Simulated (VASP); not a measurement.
Given:

```
CELL_PARAMETERS angstrom
      3.84722     0.00000     0.00000
      0.00000     3.84722     0.00000
      0.00000     0.00000     4.83657
ATOMIC_POSITIONS crystal
  Sn 0.50000 0.00000 0.76042
  Sn 0.00000 0.50000 0.23958
  O  0.50000 0.50000 0.00000
  O  0.00000 0.00000 0.00000
```

Computed with rev-vdW-DF2, VASP's PBE PAW potentials (set 64) (plane waves; VASP 6.6.1). Numerical set-up: 520 eV cut-off, Gaussian smearing of 0.050 eV, potentials Sn_d O.

Unless said otherwise, spin-orbit coupling is left out, though it shifts the bands of the heavy elements here.

### Question
Give the energies of bands 14 to 23 at the high-symmetry points, in eV from the valence-band maximum.

### Answer

```json
[
 {"band": "14", "Γ": "-6.55", "X": "-7.27", "M": "-8.78", "Z": "-5.82", "R": "-7.41", "A": "-8.66"},
 {"band": "15", "Γ": "-5.94", "X": "-4.70", "M": "-4.81", "Z": "-5.82", "R": "-5.17", "A": "-5.28"},
 {"band": "16", "Γ": "-5.94", "X": "-4.70", "M": "-4.81", "Z": "-3.29", "R": "-5.17", "A": "-5.28"},
 {"band": "17", "Γ": "-3.22", "X": "-4.55", "M": "-2.29", "Z": "-3.12", "R": "-4.51", "A": "-2.62"},
 {"band": "18", "Γ": "-2.94", "X": "-4.55", "M": "-2.29", "Z": "-2.96", "R": "-4.51", "A": "-2.62"},
 {"band": "19", "Γ": "-2.94", "X": "-2.53", "M": "-1.82", "Z": "-2.96", "R": "-1.60", "A": "-2.29"},
 {"band": "20", "Γ": "-0.01", "X": "-2.53", "M": "-1.82", "Z": "-1.98", "R": "-1.60", "A": "-2.29"},
 {"band": "21", "Γ": "2.13", "X": "3.24", "M": "0.22", "Z": "1.70", "R": "2.67", "A": "2.49"},
 {"band": "22", "Γ": "4.49", "X": "3.24", "M": "0.22", "Z": "2.97", "R": "2.67", "A": "2.49"},
 {"band": "23", "Γ": "4.65", "X": "5.83", "M": "4.59", "Z": "2.97", "R": "5.36", "A": "4.13"}
]
```

The gap is indirect, 0.22 eV, from the valence maximum at M-Γ at 0.89 to the conduction minimum at M.

Measured: gap 0.70 eV (computed value off by -0.48 eV), as given by David Waroquiers et al., Physical Review B (2013), arXiv:1302.6756.

The compound is SnO in the litharge structure. It was relaxed first.
